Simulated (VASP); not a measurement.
Here is a VASP 6.6.1 calculation.

The input INCAR:

```
SYSTEM = H14CO8
PREC     = Accurate       ! precision mode
ENCUT    = 520            ! plane-wave cutoff, eV
EDIFF    = 1E-7           ! SCF threshold, eV
ISMEAR   = -1             ! smearing method
SIGMA    = 0.05           ! smearing width, eV
LREAL    = Auto         
LASPH    = .TRUE.         ! aspherical terms in the spheres
NELM     = 100            ! most SCF steps
ALGO     = Normal         ! electronic algorithm
ISIF     = 2              ! what is computed and relaxed
LWAVE    = .FALSE.        ! write WAVECAR
LCHARG   = .FALSE.        ! write CHGCAR
GGA      = CA             ! functional
NBANDS   = 50             ! bands
```

Contents of KPOINTS:

```
regular mesh
0
G
  1 1 1
  0 0 0
```

POSCAR

```
H14CO8
1.0
    6.2402510000      0.0000000000      0.0000000000
    0.0000000000      6.2402510000      0.0000000000
    0.0000000000      0.0000000000      6.2402510000
O H C
8 14 1
Direct
    0.7697126285      0.7743919275      0.4501261247
    0.3545530460      0.5166298599      0.3460437729
    0.0977364532      0.8588116087      0.2414005462
    0.6523615797      0.4188293067      0.6419934070
    0.1027042021      0.8906052016      0.7949680229
    0.0956692287      0.1420295434      0.5006208885
    0.5762107966      0.9336643670      0.1680220876
    0.5338887811      0.6286766350     -0.0156564215
    0.9270139935      0.7855453250      0.3825487148
    0.7137052660      0.6349584336      0.5376065802
    0.4299186042      0.5574615508      0.2066583540
    0.2422658960      0.3970994115      0.3260285524
    0.2433395708      0.8066502453      0.2685789402
    0.0938263541      1.0114336747      0.3291374017
    0.6152957629      0.5012618883      0.7646968047
    0.5099634614      0.4261687551      0.5611312750
    0.2576338676      0.9402346156      0.8269058408
    0.0678017599      0.8553502095      0.9429588650
   -0.0441007902      0.2093185034      0.5037137128
    0.0964704785      0.0434758153      0.6244300109
    0.6692038509      0.8296781652      0.3318135761
    0.6642200770      0.8915506764     -0.1608749392
    0.5908095684      0.8262327910     -0.0010416248
```

Potentials or basis: VASP PAW LDA potentials, release 64 (O, H, C).

Launch:

```console
$ cat potpaw_LDA.64/O/POTCAR potpaw_LDA.64/H/POTCAR potpaw_LDA.64/C/POTCAR > POTCAR
$ mpirun -np 1 vasp_gam > vasp.out
```

(1) Predict the pressure.

(2) What does it give for the largest force?

(3) What does it give for the band gap on the k mesh?

Results:

(1) -0.2 GPa.

(2) 3.052 eV/Å.

(3) 4.97 eV, direct.

Caveat: the standard files for N, O and F lose accuracy on very short bonds.
